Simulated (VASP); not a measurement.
# BSe: single point with PBE0+D4

The system is BSe.

```
CELL_PARAMETERS angstrom
3.33494 0.04510 0.01667
-1.62841 2.77253 -0.03681
0.03688 -0.07275 7.19451
ATOMIC_POSITIONS crystal
B 0.33333 0.66667 0.37828
B 0.66667 0.33333 0.87828
Se 0.33333 0.66667 0.99485
Se 0.66667 0.33333 0.49485
```

The cell was built by a generator and needn't be a form met in nature.

The cell isn't the ideal one: cell strained at random at fixed volume.

- Program: VASP 6.6.1
- Task: single point
- Functional: PBE0
- Dispersion: D4
- Potentials or basis: VASP PAW PBE potentials, release 64 (B, Se)
- Cutoff: 520 eV
- k mesh: 5 × 5 × 2
- Occupations: gaussian, width 0.05 eV
- Spin: no spin polarisation

```json
{
  "Pressure": "-5.9 GPa",
  "Largest force": "0.466 eV/Å",
  "Band gap on the k mesh": "none (metal or under the smearing width)",
  "Dispersion energy per atom": "-0.287 eV"
}
```

Forces on the atoms (eV/Å):
```
B    0.057 -0.383  0.255
B    0.189 -0.123  0.272
Se  -0.188  0.120 -0.272
Se  -0.058  0.386 -0.255
```

Stress tensor (GPa, compression positive):
```
-9.80 -2.94 -0.37
-2.94 -3.30  0.83
-0.37  0.83 -4.73
```

Levels at points of the mesh, in eV from the Fermi level:
```tsv
k point	band 7	band 8	band 9	band 10	band 11	band 12
(0.00, 0.00, 0.00)	-3.98	-3.79	-2.68	1.86	2.36	2.85
(0.00, 0.00, 0.50)	-3.98	-3.94	1.87	1.87	2.33	2.33
```

Wall time 35 min on 1 thread of AMD EPYC 7R43 64-Core Processor (Zen 3), on a shared host, peak memory 0.16 GiB.

Caveat: the k mesh is coarse (spacing up to 0.45 Å⁻¹), so the values aren't converged, least of all with exact exchange; the PAW data sets were made with another functional, which shifts forces and pressure a little; pairwise dispersion overbinds metals, which lowers pressure and volume.
